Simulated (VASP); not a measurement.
InP (e600), 2 atoms in the cell. It takes space group F-43m (No. 216, cubic). Conventional cell: a = 5.959 Å, b = 5.959 Å, c = 5.959 Å, α = 90.00°, β = 90.00°, γ = 90.00°. In (site symmetry -43m) is surrounded by 4 P at 2.58 Å. Around P (site symmetry -43m) lie 4 In at 2.58 Å. 

| Property | Result |
| --- | --- |
| Program | VASP 6.6.1 |
| Task | single point |
| Functional | PBE |
| Potentials or basis | VASP PAW PBE potentials, release 64 (In_d, P) |
| Cutoff | 520 eV |
| k mesh | 8 × 8 × 8 |
| Occupations | gaussian, width 0.02 eV |
| Spin | no spin polarisation |
| Dipole correction | no |
| Further INCAR settings | ALGO = Normal; EDIFF = 1e-06; NBANDS = 16 |

Potentials or basis: VASP PAW PBE potentials, release 64 (In_d, P).

Launch:

```console
$ cat potpaw_PBE.64/In_d/POTCAR potpaw_PBE.64/P/POTCAR > POTCAR
$ mpirun -np 1 vasp_std > vasp.out
```

Hardware: 1 thread of Intel(R) Xeon(R) 6975P-C (Granite Rapids) (shared host).

Problem. Estimate the wall time of this run.

Solution. Run time: 8.5 s on 1 thread of Intel(R) Xeon(R) 6975P-C (Granite Rapids), on a shared host, peak memory 0.18 GiB. Counts: scf iterations 12, k points 29.
